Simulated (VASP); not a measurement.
All values below come from rev-vdW-DF2, VASP's PBE PAW potentials (set 64) (plane waves; VASP).

Input for VASP

### INCAR
```
AGGAC  =  0.0
ALGO  =  Normal
EDIFF  =  1E-7
ENCUT  =  520
GGA  =  MK
ICHARG  =  11
ISMEAR  =  0
LASPH  =  .True.
LCHARG  =  .False.
LMAXMIX  =  4
LORBIT  =  11
LREAL  =  .False.
LUSE_VDW  =  .True.
LWAVE  =  .False.
NELM  =  100
PARAM1  =  0.1234568
PARAM2  =  0.7114
PREC  =  Accurate
SIGMA  =  0.05
SYSTEM  =  MoS2
ZAB_VDW  =  -1.8867
```

**KPOINTS**
```
k-points along high-symmetry lines
10
Line-mode
Reciprocal
  0.000000   0.000000   0.000000 ! GAMMA
  0.000000   0.500000   0.000000 ! M

  0.000000   0.500000   0.000000 ! M
 -0.333333   0.666667   0.000000 ! K

 -0.333333   0.666667   0.000000 ! K
  0.000000   0.000000   0.000000 ! GAMMA

  0.000000   0.000000   0.000000 ! GAMMA
  0.000000   0.000000   0.500000 ! A

  0.000000   0.000000   0.500000 ! A
  0.000000   0.500000   0.500000 ! L

  0.000000   0.500000   0.500000 ! L
 -0.333333   0.666667   0.500000 ! H

 -0.333333   0.666667   0.500000 ! H
  0.000000   0.000000   0.500000 ! A

  0.000000   0.500000   0.500000 ! L
  0.000000   0.500000   0.000000 ! M

 -0.333333   0.666667   0.500000 ! H
 -0.333333   0.666667   0.000000 ! K
```

### POSCAR
```
MoS2
1
    1.5838251089    -2.7432652810     0.0000000000
    1.5838251089     2.7432652810     0.0000000000
    0.0000000000     0.0000000000    12.3075283482
Mo S
2 4
Direct
  0.3333330000   0.6666670000   0.2500000000
  0.6666670000   0.3333330000   0.7500000000
  0.3333330000   0.6666670000   0.8774629169
  0.6666670000   0.3333330000   0.3774629169
  0.6666670000   0.3333330000   0.1225370831
  0.3333330000   0.6666670000   0.6225370831
```

POTCAR, in this order: Mo_sv S (PBE.64 set). Program: vasp_std. Read from the step before: CHGCAR.

Output of the run:

**OUTCAR**
```
 ion  position               nearest neighbor table
   1  0.333  0.667  0.250-   4 2.41   5 2.41   4 2.41   5 2.41   4 2.41   5 2.41
   2  0.667  0.333  0.750-   3 2.41   6 2.41   3 2.41   6 2.41   3 2.41   6 2.41
   3  0.333  0.667  0.877-   2 2.41   2 2.41   2 2.41
   4  0.667  0.333  0.377-   1 2.41   1 2.41   1 2.41
   5  0.667  0.333  0.123-   1 2.41   1 2.41   1 2.41
   6  0.333  0.667  0.623-   2 2.41   2 2.41   2 2.41
  LATTYP: Found a hexagonal cell.
 ALAT       =     3.1676499771
 C/A-ratio  =     3.8853814143
 Subroutine PRICEL returns:
 Original cell was already a primitive cell.
 Subroutine GETGRP returns: Found 24 space group operations
The static configuration has the point symmetry D_3d.
 The point group associated with its full space group is D_6h.
The dynamic configuration has the point symmetry D_3d.
 Subroutine INISYM returns: Found 24 space group operations
   k-points           NKPTS =     90   k-points in BZ     NKDIM =     90   number of bands    NBANDS=     31
   number of dos      NEDOS =    301   number of ions     NIONS =      6
   total plane-waves  NPLWV =  55296
   dimension x,y,z NGX =    24 NGY =   24 NGZ =   96
   dimension x,y,z NGXF=    48 NGYF=   48 NGZF=  192
   ions per type =               2   4
   PREC   = accura    normal or accurate (medium, high low for compatibility)
   ISTART =      0    job   : 0-new  1-cont  2-samecut
...
```

OSZICAR:
```
       N       E                     dE             d eps       ncg     rms          rms(c)
DAV:   1     0.458357881660E+03    0.45836E+03   -0.30104E+04  6284   0.159E+03
DAV:   2    -0.732475290311E+01   -0.46568E+03   -0.45479E+03  6774   0.400E+02
DAV:   3    -0.319352613632E+02   -0.24611E+02   -0.24194E+02  7299   0.777E+01
DAV:   4    -0.325147309203E+02   -0.57947E+00   -0.57777E+00  6873   0.117E+01
DAV:   5    -0.325357614233E+02   -0.21031E-01   -0.21024E-01  7638   0.188E+00
DAV:   6    -0.325361521916E+02   -0.39077E-03   -0.39069E-03  6983   0.255E-01
DAV:   7    -0.325361701398E+02   -0.17948E-04   -0.17945E-04  7668   0.377E-02
DAV:   8    -0.325361706172E+02   -0.47737E-06   -0.47739E-06  6660   0.615E-03
DAV:   9    -0.325361706421E+02   -0.24973E-07   -0.24984E-07  4920   0.110E-03
   1 F= -.32536171E+02 E0= -.32536171E+02  d E =-.198400E-28
```

### OUTCAR
```
 val. band max:        7.4219673123   @ k =   0.0000   0.0000   0.0000

 cond. band min:       8.2657127554   @ k =  -0.1852   0.3704   0.0000



 k-point     1 :       0.0000    0.0000    0.0000
  band No.  band energies     occupation
      1     -54.0538      2.00000
      2     -54.0538      2.00000
      3     -28.2248      2.00000
      4     -28.2247      2.00000
      5     -28.0014      2.00000
      6     -28.0014      2.00000
      7     -28.0014      2.00000
      8     -28.0014      2.00000
      9      -7.4795      2.00000
     10      -7.1921      2.00000
     11      -6.2917      2.00000
     12      -5.8239      2.00000
     13       0.5657      2.00000
     14       1.6431      2.00000
     15       3.8874      2.00000
     16       4.1859      2.00000
     17       4.1859      2.00000
     18       4.1997      2.00000
     19       4.1997      2.00000
     20       5.2785      2.00000
     21       5.2785      2.00000
     22       5.3275      2.00000
     23       5.3276      2.00000
     24       6.2438      2.00000
     25       6.2626      2.00000
     26       7.4220      2.00000
     27       9.5375      0.00000
     28       9.5539      0.00000
     29       9.5673      0.00000
     30       9.5760      0.00000
     31       9.6798      0.00000

 k-point     2 :       0.0000    0.0556    0.0000
  band No.  band energies     occupation
      1     -54.0526      2.00000
      2     -54.0526      2.00000
      3     -28.2225      2.00000
      4     -28.2224      2.00000
      5     -28.0134      2.00000
      6     -28.0134      2.00000
      7     -28.0041      2.00000
      8     -28.0041      2.00000
      9      -7.4325      2.00000
     10      -7.1458      2.00000
     11      -6.2689      2.00000
     12      -5.8072      2.00000
     13       0.6207      2.00000
     14       1.6971      2.00000
     15       3.7938      2.00000
     16       4.0768      2.00000
     17       4.0947      2.00000
     18       4.2333      2.00000
...
```

The density is held fixed in this step, so its total energy and stress have no physical meaning.

The compound is MoS2 in the 2H layered structure. It was relaxed first.
